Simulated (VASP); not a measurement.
Method: PBEsol GGA, VASP's PBE PAW potentials (set 64) (plane waves; VASP).

A VASP calculation is set up with these files.

**INCAR**
```
SYSTEM = C
PREC = Accurate
ENCUT = 620
EDIFF = 1E-6
NELM = 100
ALGO = Normal
LREAL = .FALSE.
LASPH = .TRUE.
ISMEAR = 0
SIGMA = 0.05
GGA = PS
LWAVE = .FALSE.
LCHARG = .FALSE.
IBRION = 2
ISIF = 3
NSW = 40
EDIFFG = -0.02
PSTRESS = 100
```

File KPOINTS:
```
Automatic
0
Gamma
 10 10 4
0 0 0
```

**POSCAR**
```
C
1.0
  1.2205501488  -2.1140541154   0.0000000000
  1.2205501488   2.1140541154   0.0000000000
  0.0000000000   0.0000000000   5.8841840846
C
4
Direct
  0.0000000000   0.0000000000   0.2500000000
  0.0000000000   0.0000000000   0.7500000000
  0.3333330000   0.6666670000   0.2500000000
  0.6666670000   0.3333330000   0.7500000000
```

POTCAR, in this order: C (PBE.64 set). Program: vasp_std.

The resulting files:

### OSZICAR
```
       N       E                     dE             d eps       ncg     rms          rms(c)
DAV:   1     0.519454477166E+02    0.51945E+02   -0.94304E+03  1008   0.145E+03
DAV:   2    -0.369566535751E+02   -0.88902E+02   -0.81702E+02  1396   0.244E+02
DAV:   3    -0.408107615757E+02   -0.38541E+01   -0.38237E+01  1308   0.508E+01
DAV:   4    -0.408529051325E+02   -0.42144E-01   -0.42084E-01  1252   0.612E+00
DAV:   5    -0.408536742878E+02   -0.76916E-03   -0.76901E-03  1260   0.787E-01    0.929E+00
DAV:   6    -0.390094278014E+02    0.18442E+01   -0.17938E+00  1160   0.953E+00    0.539E+00
DAV:   7    -0.384357619595E+02    0.57367E+00   -0.18422E+00  1188   0.982E+00    0.135E+00
DAV:   8    -0.384378874236E+02   -0.21255E-02   -0.50722E-02  1160   0.157E+00    0.857E-02
DAV:   9    -0.384378317248E+02    0.55699E-04   -0.76183E-04  1268   0.240E-01    0.490E-02
DAV:  10    -0.384378845691E+02   -0.52844E-04   -0.48980E-05  1220   0.639E-02    0.178E-02
DAV:  11    -0.384378837190E+02    0.85015E-06   -0.41456E-06  1252   0.174E-02
   1 F= -.36542586E+02 E0= -.36542586E+02  d E =-.365426E+02
```

File OUTCAR:
```
------------------------ aborting loop because EDIFF is reached ----------------------------------------
  FORCE on cell =-STRESS in cart. coord.  units (eV):
  Direction    XX          YY          ZZ          XY          YZ          ZX
  --------------------------------------------------------------------------------------
  Total        1.9623366      1.9623352      1.9334294      0.0000000      0.0000000      0.0000000
  in kB      103.5371300    103.5370560    102.0119186      0.0000000      0.0000000      0.0000000
  external PRESSURE =       3.0287015 kB  Pullay stress =     100.0000000 kB
  volume of cell :       30.37
      direct lattice vectors                 reciprocal lattice vectors
     1.220550149 -2.114054115  0.000000000     0.409651337 -0.236512394  0.000000000
     1.220550149  2.114054115  0.000000000     0.409651337  0.236512394  0.000000000
     0.000000000  0.000000000  5.884184085     0.000000000  0.000000000  0.169947096
 POSITION                                       TOTAL-FORCE (eV/Angst)
 -----------------------------------------------------------------------------------
      0.00000      0.00000      1.47105         0.000000     -0.000000      0.000000
      0.00000      0.00000      4.41314        -0.000000     -0.000000      0.000000
      1.22055      0.70469      1.47105        -0.000000      0.000000     -0.000000
      1.22055     -0.70469      4.41314         0.000000     -0.000000      0.000000
 -----------------------------------------------------------------------------------
    total drift:                                0.000000     -0.000000      0.000000
  FREE ENERGIE OF THE ION-ELECTRON SYSTEM (eV)
  ---------------------------------------------------
  free  energy   TOTEN  =       -38.4378837190 eV

  energy  without entropy=      -38.4378837190  energy(sigma->0) =      -38.43788372
  enthalpy is  TOTEN    =       -36.5425862073 eV   P V=        1.8952975117

 reached required accuracy - stopping structural energy minimisation
```
(Selected blocks of OUTCAR.)

Without a dispersion term in the relaxation, distances and binding between the weakly bound layers, chains or molecules are unreliable, and so is what depends on them.

The compound is C in the graphite structure. It was relaxed first under an external pressure of 10 GPa.
